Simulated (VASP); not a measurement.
Crystal: ZrB2.

```
Zr B
1.0
     3.17000    0.00000    0.00000
    -1.58500    2.74530    0.00000
     0.00000    0.00000    3.53300
Zr B
1 2
Direct
  0.00000 0.00000 0.00000
  0.33333 0.66667 0.50000
  0.66667 0.33333 0.50000
```

```yaml
Program: VASP 6.6.1
Task: relaxation of cell and atoms
Functional: LDA
Potentials_or_basis: VASP PAW LDA potentials, release 64 (Zr_sv, B)
Cutoff: 600 eV
k_mesh: 15 × 15 × 10
Occupations: methfessel-paxton, width 0.1 eV
Spin: no spin polarisation
```

At the start: pressure -8.4 GPa; volume 10.25 Å³/atom.

Q: Where does the relaxation end?

A: Over 5 steps the energy falls by 9.3 meV/atom and the volume is 9.90 Å³/atom (-3.4 %); space group P6/mmm (No. 191, to 0.05 Å).

The path:
| step | energy change (eV) | largest force (eV/Å) | pressure (GPa) | volume (Å³) |
| --- | --- | --- | --- | --- |
| 1 | 0.0000 | 0.0000 | -8.38 | 30.75 |
| 2 | 0.0211 | 0.0000 | 12.61 | 28.42 |
| 3 | -0.0279 | 0.0000 | -0.10 | 29.72 |
| 4 | -0.0279 | 0.0000 | 0.03 | 29.70 |
| 5 | -0.0279 | 0.0000 | 0.08 | 29.70 |

Final structure:
```xyz
3
Lattice="3.1350 0.0000 0.0000 -1.5675 2.7150 0.0000 0.0000 0.0000 3.4890" Properties=species:S:1:pos:R:3 pbc="T T T"
Zr    1.5675    2.7150    3.4890
B     0.0000    1.8100    1.7445
B     1.5675    0.9050    1.7445
```
